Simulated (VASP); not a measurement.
All values below come from AM05 GGA, VASP's PBE PAW potentials (set 64) (plane waves; VASP).

VASP ran on this input.

### INCAR
```
ALGO = Normal
EDIFF = 1E-6
EDIFFG = -0.01
ENCUT = 520
GGA = AM
IBRION = 2
ISIF = 3
ISMEAR = 0
LASPH = .TRUE.
LCHARG = .FALSE.
LMAXMIX = 4
LREAL = .FALSE.
LWAVE = .FALSE.
NELM = 100
NSW = 60
PREC = Accurate
SIGMA = 0.05
SYSTEM = Sr
```

File KPOINTS:
```
Automatic mesh
0
Gamma
7 7 7
0 0 0
```

File POSCAR:
```
Sr
1
   -0.0000000000     2.9856483908     2.9856483908
    2.9856483908     0.0000000000     2.9856483908
    2.9856483908     2.9856483908    -0.0000000000
Sr
1
Direct
  0.0000000000   0.0000000000   0.0000000000
```

POTCAR, in this order: Sr_sv (PBE.64 set). Program: vasp_std.

Task: What will the output report for the number of irreducible k-points (NKPTS), largest plane-wave count, number of space-group operations, FFT grid (NGX, NGY, NGZ)?

Result: 
```
Quantity                                       Value
--------------------------------------  ------------
number of irreducible k-points (NKPTS)            20
largest plane-wave count                        1459
number of space-group operations                  48
FFT grid (NGX, NGY, NGZ)                32 × 32 × 32
```

The compound is Sr in the fcc structure. It was relaxed first, which changed the volume by -5 %. The start is the result of an earlier pass.
